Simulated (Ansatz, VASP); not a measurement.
**SnSe2 (SnSe2 monolayer (from P-3m1)): VASP beside Ansatz**

Wanted: the spread between two codes on one cell, functional and k mesh. The structure shown is the start of the Ansatz relaxation below; VASP solves that cell, so the two are compared at the walk's first step.

Program: Ansatz 0.2.0. Level of theory: plane waves, with VASP 6.6.1 beside it; single point at LDA. Results are calculated unless marked as measured.

### Step 1. Set-up

The cell holds 3 atoms: 1 Sn and 2 Se. Cell: a = 3.811 Å, b = 3.811 Å, c = 29.911 Å, α = 90.0°, β = 90.0°, γ = 120.0°. Vacuum lies along c. The height across the vacuum is the one that the program set for its solve, not the one typed.

### Step 2. Ansatz: relaxation, LDA

Ansatz runs on its PAW soft_1 files.

The two programs are compared at the cell with which this relaxation starts, whose forces are those of its first step.

The input, input.yaml:

```yaml
crystal:
  lattice:
    - [3.811, 0.0, 0.0]
    - [-1.9055, 3.300423, 0.0]
    - [0.0, 0.0, 27.055728]
  atoms:
    - { symbol: Sn, position: [0.3333333, 0.6666667, 0.5] }
    - { symbol: Se, position: [0.0, 0.0, 0.556471] }
    - { symbol: Se, position: [0.6666667, 0.3333333, 0.443529] }
  periodic: [true, true, false]
basis:
  ecutwfc: 420
  xc_grid: 2
hamiltonian:
  xc: lda
  pseudopotentials: { kind: paw, azcp: { folder: soft_1 }, xc_functional: pbe }
kpoints:
  mp_grid: { grid: [10, 10, 1] }
scf:
  occupations: { method: fermi_dirac, width: 0.02 }
  max_iter: 100
relax:
  f_tol: 0.005
  max_steps: 60
  cell: {}
output:
  forces: true
checkpoint:
  write: "../cell.run"
  compress: false
  write_wavefunctions: false
  write_every: 100000
```

Run with:

```bash
$ ansatz run input.yaml --threads 32 --pin off --max-ram 84787MiB --backend cuda --events-out ev --progress --plain --runs-dir out --max-vram 78GiB
```

What it wrote:

```text
Warning: crystal.periodic: the lattice vector that does not repeat stood 0.000° off the slab's normal, 27.056 Å along it as the deck builds it. The run solves the slab on a vector along the normal, 29 [...]
crystal.periodic: the lattice vector that does not repeat stood 0.000° off the slab's normal, 27.056 Å along it as the deck builds it. The run solves the slab on a vector along the normal, 29.911 Å lo [...]
Engine: ansatz 0.2.0, aarch64-unknown-linux-gnu
[...]
Pseudopotential: Sn, paw, valence charge 14, recommended cutoff 420 eV (normal), soft_1/Sn.paw.azcp
Pseudopotential: Se, paw, valence charge 16, recommended cutoff 420 eV (normal), soft_1/Se.paw.azcp
Functional definition: SPW92
[...]
Crystal: 3 atoms, lattice volume = 376.224 Å³
Basis set: ecut = 420 eV, 7335 PW (Γ), exchange–correlation on 54×54×400 points (8 copies of the dense FFT grid, shifted against one another)
Bands: 28, of which v1, the nominal top of the filled ones, is band 23 counted from 1 (22 counted from 0)
[...]
Space group: P-3m1 (ITA 164), of the structure as read, at distance tolerance 7.2e-5 Å
k-points: 14 of 100
[...]
SCF converged after 5 iterations
Free energy (F): -16646.938537 eV
[...]
Fermi energy:    -5.769975 eV
--- Per-component energies (eV) ---
[...]
--- Forces (eV/Å), atoms counted from 1 ---
[...]
--- 2D stress c σ (N/m, compression-positive) ---
[...]
P = ½ c Tr σ = 0.0016 N/m
--- Band table (eV; the first three rows and the last of 14) ---
[...]
the weakly bound empty levels are not read free of the cell's end (no_gap_told)
--- Relaxed structure (5 steps of the walk, 4 accepted, 1 SCFs on fresh bases) ---
[...]
```

### Step 3. VASP: single point, LDA, start cell

The same cell, functional (in two slightly different forms), mesh and smearing now go to VASP, with its own data sets.

Lines of VASP's logs that name or quote its potential files are left out, and so is its time.

The input, INCAR:

```
SYSTEM = SnSe2
PREC = Accurate
ENCUT = 400
EDIFF = 1E-06
NELM = 120
ISMEAR = -1
SIGMA = 0.02
LREAL = .FALSE.
ALGO = Normal
GGA = CA
NBANDS = 19
LORBIT = 11
LWAVE = .FALSE.
LCHARG = .FALSE.
ISIF = 2
LDIPOL = .TRUE.
IDIPOL = 3
DIPOL = 0.5 0.5 0.452
LVHAR = .TRUE.
LASPH = .TRUE.
GGA_COMPAT = .FALSE.
EFERMI = MIDGAP
NELMDL = -8
```

The input, POSCAR:

```
SnSe2
1.0
    3.8110000000      0.0000000000      0.0000000000
   -1.9055000000      3.3004230000      0.0000000000
    0.0000000000      0.0000000000     29.9114560000
Sn Se
1 2
Direct
    0.3333333333      0.6666666667      0.4522636411
    0.0000000000      0.0000000000      0.5033432007
    0.6666666667      0.3333333333      0.4011840814
```

The input, KPOINTS:

```
Automatic mesh
0
Gamma
10 10 1
0 0 0
```

Potentials, in the order of the species: Sn_d and Se (LDA family, release 64).

Run with:

```bash
$ mpirun -np 1 vasp_std
```

What it wrote:

```text
[banner, memory and clock lines left out]
running    1 mpi-ranks, on    1 nodes
 distrk:  each k-point on    1 cores,    1 groups
 distr:  one band on    1 cores,    1 groups

 POSCAR found type information on POSCAR SnSe
 POSCAR found :  2 types and       3 ions
 LDA part: xc-table for (Slater(with rela. corr.)+CA(PZ))
 , standard interpolation
 POSCAR, INCAR and KPOINTS ok, starting setup
 FFT: planning ... GRIDC
 FFT: planning ... GRID_SOFT
 FFT: planning ... GRID
 WAVECAR not read
 entering main loop
       N       E                     dE             d eps       ncg     rms          rms(c)
DAV:   1     0.169183024858E+03    0.16918E+03   -0.94115E+03   644   0.837E+02
DAV:   2     0.630179760197E+01   -0.16288E+03   -0.15993E+03   692   0.213E+02
DAV:   3    -0.134284861448E+02   -0.19730E+02   -0.19675E+02   689   0.858E+01
DAV:   4    -0.139330654823E+02   -0.50458E+00   -0.50375E+00   751   0.166E+01
DAV:   5    -0.139421565680E+02   -0.90911E-02   -0.90896E-02   758   0.217E+00
DAV:   6    -0.139423115663E+02   -0.15500E-03   -0.15499E-03   753   0.234E-01
DAV:   7    -0.139423220587E+02   -0.10492E-04   -0.10492E-04   817   0.456E-02
DAV:   8    -0.139423221210E+02   -0.62337E-07   -0.62359E-07   644   0.421E-03    0.531E+00
DAV:   9    -0.136508213661E+02    0.29150E+00   -0.54771E-01   816   0.792E+00    0.339E+00
DAV:  10    -0.136123542416E+02    0.38467E-01   -0.24710E-01   692   0.326E+00    0.464E-01
DAV:  11    -0.136067140826E+02    0.56402E-02   -0.30497E-02   749   0.182E+00    0.280E-01
DAV:  12    -0.136067020365E+02    0.12046E-04   -0.22548E-03   603   0.285E-01    0.638E-02
DAV:  13    -0.136067384956E+02   -0.36459E-04   -0.15591E-04   739   0.118E-01    0.295E-02
DAV:  14    -0.136068203691E+02   -0.81873E-04   -0.46975E-05   647   0.401E-02    0.784E-03
DAV:  15    -0.136068500402E+02   -0.29671E-04   -0.35903E-06   721   0.104E-02    0.746E-03
DAV:  16    -0.136069471847E+02   -0.97145E-04   -0.18937E-05   543   0.148E-02    0.486E-03
DAV:  17    -0.136069754506E+02   -0.28266E-04   -0.14618E-06   598   0.460E-03    0.284E-03
DAV:  18    -0.136070119710E+02   -0.36520E-04   -0.40560E-06   498   0.776E-03    0.273E-03
DAV:  19    -0.136070142851E+02   -0.23141E-05   -0.63284E-08   639   0.195E-03    0.122E-03
DAV:  20    -0.136070252714E+02   -0.10986E-04   -0.40382E-07   499   0.286E-03    0.107E-03
DAV:  21    -0.136070272538E+02   -0.19824E-05   -0.37224E-08   598   0.944E-04    0.736E-04
DAV:  22    -0.136070285619E+02   -0.13081E-05   -0.36593E-08   565   0.836E-04    0.140E-04
DAV:  23    -0.136070295649E+02   -0.10030E-05   -0.12187E-08   518   0.395E-04    0.246E-04
DAV:  24    -0.136070301075E+02   -0.54263E-06   -0.57240E-09   513   0.252E-04
   1 F= -.13607030E+02 E0= -.13607030E+02  d E =-.633826E-10
```

Parts of OUTCAR (step 3):

```text
ion  position               nearest neighbor table
   1  0.333  0.667  0.452-   2 2.68   2 2.68   3 2.68   3 2.68   2 2.68   3 2.68
   2  0.000  0.000  0.503-   1 2.68   1 2.68   1 2.68
   3  0.667  0.333  0.401-   1 2.68   1 2.68   1 2.68

  LATTYP: Found a hexagonal cell.
 ALAT       =     3.8110000000
 C/A-ratio  =     7.8487158226

 Subroutine GETGRP returns: Found 12 space group operations
 (whereof  6 operations were pure point group operations)

The static configuration has the point symmetry C_3v.
 The point group associated with its full space group is D_3d.

 Found     14 irreducible k-points:

   k-points           NKPTS =     14   k-points in BZ     NKDIM =     14   number of bands    NBANDS=     19

   dimension x,y,z NGX =    28 NGY =   28 NGZ =  196
   dimension x,y,z NGXF=    56 NGYF=   56 NGZF=  392

   ENCUT  =  400.0 eV  29.40 Ry    5.42 a.u.   6.21  6.21 48.78*2*pi/ulx,y,z

   NELECT =      26.0000    total number of electrons

 k-points in reciprocal lattice and weights: Automatic mesh
   0.00000000  0.00000000  0.00000000       0.010
   0.10000000  0.00000000  0.00000000       0.060
   0.20000000  0.00000000  0.00000000       0.060
   0.30000000 -0.00000000  0.00000000       0.060
   0.40000000 -0.00000000  0.00000000       0.060
   0.50000000 -0.00000000  0.00000000       0.030
   0.10000000  0.10000000  0.00000000       0.060
   0.20000000  0.10000000  0.00000000       0.120
   0.30000000  0.10000000  0.00000000       0.120
[...]
0.40000000  0.20000000  0.00000000       0.060
   0.30000000  0.30000000  0.00000000       0.060

 dipolmoment           0.000000      0.000000      0.000001 electrons x Angstroem

 average (electrostatic) potential at core
       1-110.5577       2 -67.6437       3 -67.6437

 E-fermi :  -3.7986

 k-point     1 :       0.0000    0.0000    0.0000
  band No.  band energies     occupation
    ...
      9      -5.1820      2.00000
     10      -4.7824      2.00000
     11      -4.7824      2.00000
     12      -4.3269      2.00000
     13      -4.3269      2.00000
     14      -2.6012      0.00000
     15      -1.2887      0.00000
     16       0.3649      0.00000
     17       0.3649      0.00000
     18       1.6493      0.00000
    ...

 k-point     2 :       0.1000    0.0000    0.0000
  band No.  band energies     occupation
    ...
      9      -5.6777      2.00000
     10      -5.1280      2.00000
     11      -5.1262      2.00000
     12      -4.8504      2.00000
     13      -4.2245      2.00000
     14      -2.0481      0.00000
     15      -0.6886      0.00000
     16       0.2296      0.00000
     17       0.6227      0.00000
     18       1.7667      0.00000
    ...

 k-point     3 :       0.2000    0.0000    0.0000
  band No.  band energies     occupation
    ...
      9      -6.9556      2.00000
     10      -5.7671      2.00000
     11      -5.6944      2.00000
     12      -4.9924      2.00000
     13      -4.2353      2.00000
     14      -1.9764      0.00000
     15      -0.2821      0.00000
     16       1.1031      0.00000
     17       1.1869      0.00000
     18       1.9109      0.00000
    ...

  Total       -0.1184646     -0.1184646      1.1825273      0.0000000      0.0000000      0.0000000
  in kB       -0.5044904     -0.5044904      5.0358831      0.0000000      0.0000000      0.0000000
  external PRESSURE =       1.3423008 kB  Pullay stress =       0.0000000 kB

  energy-cutoff  :      400.00
  volume of cell :      376.22
      direct lattice vectors                 reciprocal lattice vectors
     3.811000000  0.000000000  0.000000000     0.262398321  0.151495733  0.000000000
    -1.905500000  3.300423000  0.000000000     0.000000000  0.302991465  0.000000000
     0.000000000  0.000000000 29.911456000     0.000000000  0.000000000  0.033432007

 POSITION                                       TOTAL-FORCE (eV/Angst)
 -----------------------------------------------------------------------------------
     -0.00000      2.20028     13.52786         0.000000      0.000000      0.000000
      0.00000      0.00000     15.05573        -0.000000      0.000000      0.396236
      1.90550      1.10014     12.00000         0.000000     -0.000000     -0.396236
 -----------------------------------------------------------------------------------
    total drift:                               -0.000000      0.000000     -0.000011

  FREE ENERGIE OF THE ION-ELECTRON SYSTEM (eV)
  ---------------------------------------------------
  free  energy   TOTEN  =       -13.6070301075 eV

  energy  without entropy=      -13.6070301075  energy(sigma->0) =      -13.60703011

 vacuum level on the upper side and lower side of the slab         2.108         2.108

 total charge
# of ion       s       p       d       tot
------------------------------------------
    1        1.065   1.081  10.114  12.261
    2        1.486   2.327   0.028   3.841
    3        1.486   2.327   0.028   3.841
--------------------------------------------------
tot          4.037   5.736  10.170  19.943

[... 3 further parts left out ...]
```

### Step 4. Side by side

Known differences besides the potentials themselves: the two LDA forms differ slightly; Ansatz cuts the interaction across the vacuum, VASP repeats the sheet with a dipole correction; the data sets hold 46 valence electrons in Ansatz (on its PAW soft_1 files) and 26 in VASP; the cutoff is 420 eV in Ansatz and 400 eV in VASP; VASP's log shows a relativistic correction to its local exchange, Ansatz's none. Total energies have different zeros and are not compared.

Forces (eV/Å; atoms numbered as in POSCAR):

```tsv
atom	Ansatz x, y, z	VASP x, y, z
Sn1	0.000, 0.000, 0.000	0.000, 0.000, 0.000
Se2	0.000, 0.000, 0.362	0.000, 0.000, 0.396
Se3	0.000, 0.000, -0.362	0.000, 0.000, -0.396
```

The forces differ by 16 meV/Å r.m.s., which is 8.7 % of the r.m.s. force of 0.187 eV/Å (both taken over all components). With vacuum in the cell, a pressure given here is an average over mostly empty space and none of the material.

### Step 5. Summary of results

```json
{
  "r.m.s. force difference (single point, LDA, start cell)": "16 meV/Å"
}
```

What this shows: The r.m.s. force difference is 16 meV/Å (single point, LDA, start cell), beyond the 12 meV/Å picked in this series as the mark of a large difference. The data sets hold unlike numbers of valence electrons (46 in Ansatz and 26 in VASP), so part of the differences comes from the potentials. What causes the difference of the single point, LDA, start cell pair stays open here. 1 further run of this series is not shown here. Such differences can come from data sets, numerical settings and the points named under the comparisons, not from the functional's error against experiment.

[Lines on the potential files, build, host, timing and source positions are cut from VASP's logs without a mark.]

[Logs are printed without paths, hosts, clocks, repeated set-up lines and the standing remarks that a program may print on its own settings, such as how far it seeks lower states.]

[Hosts, paths, dates, database ids (printed as entryN), source tags and the programs' standing remarks are cut or masked in the printed files.]
